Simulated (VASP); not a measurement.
Consider the following.

```
CELL_PARAMETERS angstrom
      4.51892     0.00000     0.00000
      0.00000     4.51892     0.00000
      0.00000     0.00000     2.91660
ATOMIC_POSITIONS crystal
  Ti 0.00000 0.00000 0.00000
  Ti 0.50000 0.50000 0.50000
  O  0.30304 0.30304 0.00000
  O  0.80304 0.19696 0.50000
  O  0.19696 0.80304 0.50000
  O  0.69696 0.69696 0.00000
```

The numbers are results of PBEsol GGA, VASP's PBE PAW potentials (set 64) (plane waves; VASP), not measurements. Run with 620 eV cut-off, 5×5×8 Γ-centred mesh, Gaussian smearing of 0.050 eV, potentials Ti_sv O.

Energy and stress use the plane-wave basis of the starting cell.

Q: The ions, cell shape and volume at an external pressure of 20.0 GPa are relaxed. Which structure does the run end with?

A: 
```
CELL_PARAMETERS angstrom
      4.45994     0.00000     0.00000
      0.00000     4.45994     0.00000
      0.00000     0.00000     2.89413
ATOMIC_POSITIONS crystal
  Ti 0.00000 0.00000 0.00000
  Ti 0.50000 0.50000 0.50000
  O  0.30220 0.30220 0.00000
  O  0.80220 0.19780 0.50000
  O  0.19780 0.80220 0.50000
  O  0.69780 0.69780 0.00000
```
Space group P4_2/mnm (136), at a tolerance of 0.03 Å.

Q: How do energy and volume change from the first to the last step?

A: The energy (σ→0) changes by +30.9 meV/atom and the volume by -3.3 %, in 6 ionic steps.

```tsv
step	E(σ→0) (eV)	max force (eV/Å)	pressure (GPa)	volume (Å³)
1	-56.0263	0.006	10.09	59.56
2	-55.2404	0.445	41.21	54.42
3	-55.8540	0.141	19.84	57.70
4	-55.8494	0.145	19.96	57.66
5	-55.8393	0.037	20.03	57.56
6	-55.8408	0.017	20.07	57.57
```

The compound is TiO2 in the rutile structure. This run relaxes it under an external pressure of 20 GPa. Symmetry was kept, so distortions that lower it aren't found.
